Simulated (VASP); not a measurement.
Here is a VASP 6.6.1 calculation.

File POSCAR:

```
SiH2OF4
1.0
    8.1230960000      0.0000000000      0.0000000000
    0.0000000000      8.1230960000      0.0000000000
    0.0000000000      0.0000000000      8.1230960000
Si F O H
5 20 5 10
Direct
    0.7861903885      0.3654641038      0.3332350129
    0.3179575866      0.6065544467      0.7409490175
    0.1320555611      0.7786686259      0.2548904999
    0.8154033881      0.1947533305      0.8221126526
    0.3395134072      0.1803499552      0.0638303425
    0.7469196474      0.4683066653      0.1754380350
    0.7691771709      0.4804818261      0.4788075876
    0.6654851795      0.2162845299      0.3558126113
    0.9710460150      0.2944690054      0.3309329349
    0.5083775940      0.5657202623      0.7679461132
    0.2659207770      0.5312875780      0.5712107797
    0.2319682052      0.5283576607      0.8882327625
    0.3149291846      0.8017386474      0.7357539539
    0.3088723807      0.6961385166      0.2519113402
    0.0318351525      0.6112201555      0.2777019993
    0.1669437367      0.8861153432      0.4275340338
    0.1421871661      0.8698284496      0.0814221573
    0.9094808186      0.3672491375      0.7950786252
    0.7984394128      0.1688764973      1.0167059456
    0.6350041905      0.2201992935      0.7453685147
    0.8925907068      0.0521968471      0.7396194751
    0.4530907920      0.3305636176      0.0507441990
    0.3594565422      0.1054893356      0.2345041841
    0.1594465952      0.2079010269      0.0296808015
    0.4162944769      0.0508549942     -0.0522584000
    0.6215610403      0.8251410546      0.3974592938
   -0.0241779735      0.7016413446      0.7105049602
    0.7835066827      0.7988949041      0.9736435467
    0.9207449967      0.8887498067      0.2582635980
    0.2260468176      0.1730251618      0.6763677297
    0.5707675990      0.9309504652      0.3928797591
    0.5511814707      0.7605966986      0.3222047357
   -0.0496362471      0.8115132457      0.6675779777
   -0.1050830865      0.6235307326      0.6606348121
    0.8599430562      0.7380437213      0.8982658829
    0.7131763554      0.7010135052      0.9978338308
    0.8592290427      0.8702470093      0.1490933999
    0.8326874384      0.8552650369      0.3353031898
    0.1993697969      0.1912201949      0.5617316353
    0.3006612257      0.0785045505      0.6552550899
```

The input INCAR.step1:

```
SYSTEM = SiH2OF4
PREC = Accurate ; ENCUT = 520
ISMEAR = -1 ; SIGMA = 0.02
LREAL = Auto ; LASPH = .TRUE.
NELM = 100 ; NBANDS = 126
GGA = PE ; ALGO = Normal
EDIFF = 1E-4 ; LWAVE = .TRUE.
LCHARG = .FALSE.
```

File INCAR.step2:

```
SYSTEM = SiH2OF4
PREC = Accurate ; ENCUT = 520
EDIFF = 1E-6 ; ISMEAR = -1
SIGMA = 0.02 ; LREAL = Auto
LASPH = .TRUE. ; NELM = 100
ALGO = Normal ; ISIF = 2
LWAVE = .FALSE. ; LCHARG = .FALSE.
METAGGA = R2SCAN ; LMIXTAU = .TRUE.
IVDW = 12 ; VDW_S6 = 1.0
VDW_S8 = 0.78981345 ; VDW_A1 = 0.49484001
VDW_A2 = 5.73083694 ; NBANDS = 126
ISTART = 1
```

KPOINTS

```
Automatic mesh
0
G
  1 1 1
  0 0 0
```

Potentials or basis: VASP PAW PBE potentials, release 64 (Si, F, O, H).

Run with:

```bash
$ cat potpaw_PBE.64/Si/POTCAR potpaw_PBE.64/F/POTCAR potpaw_PBE.64/O/POTCAR potpaw_PBE.64/H/POTCAR > POTCAR
$ cp INCAR.step1 INCAR
$ mpirun -np 1 vasp_gam > vasp.out
$ cp INCAR.step2 INCAR
$ mpirun -np 1 vasp_gam > vasp.out
```

(1) Predict the pressure.

(2) What does it give for the largest force?

(3) Estimate the band gap on the k mesh.

(4) What does it give for the dispersion energy per atom?

Results:

(1) 0.3 GPa.

(2) 5.864 eV/Å.

(3) 5.29 eV, direct.

(4) -0.026 eV.

Caveat: the PAW data sets were made with another functional, which shifts forces and pressure a little.
